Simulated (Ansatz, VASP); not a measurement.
# One calculation of Be2Rh, two programs

```
Be Rh
1.0
     1.43095    0.82616    4.52196
    -1.43095    0.82616    4.52196
     0.00000   -1.65231    4.52196
Be Rh
2 1
Direct
  0.78209 0.78209 0.78209
  0.21791 0.21791 0.21791
  0.00000 0.00000 0.00000
```

Alike in both runs: functional PBE; k mesh 6 × 6 × 6; occupations gaussian, width 0.1 eV; no spin polarisation.

Ansatz relaxed the structure, and its values are those at the end. VASP's run is a single point on that final structure, the one shown.

|  | VASP | Ansatz |
| --- | --- | --- |
| version | VASP 6.6.1 | Ansatz 0.2.0 |
| potentials or method | VASP PAW PBE potentials, release 64 (Be, Rh_pv) | scalar-relativistic, plane waves, PAW |
| plane-wave cutoff (eV) | 520 | 420 |
| valence electrons in the cell | 19 | 21 |

VASP gave:

```
gap on the k mesh at the Fermi level (eV) : none
pressure (GPa)                            : 0.1
rms of the force components (eV/Å)        : 0.006
```

Task: Which values does Ansatz return?

Result: gap on the k mesh at the Fermi level (eV): none; pressure (GPa): 0.0; rms of the force components (eV/Å): 0.008.

A gap of «none» marks a metal or a gap that the smearing closes. The two sets of potentials don't hold the same shells in valence.

Caveats: the k mesh is coarse (spacing up to 0.43 Å⁻¹), so the values aren't converged.
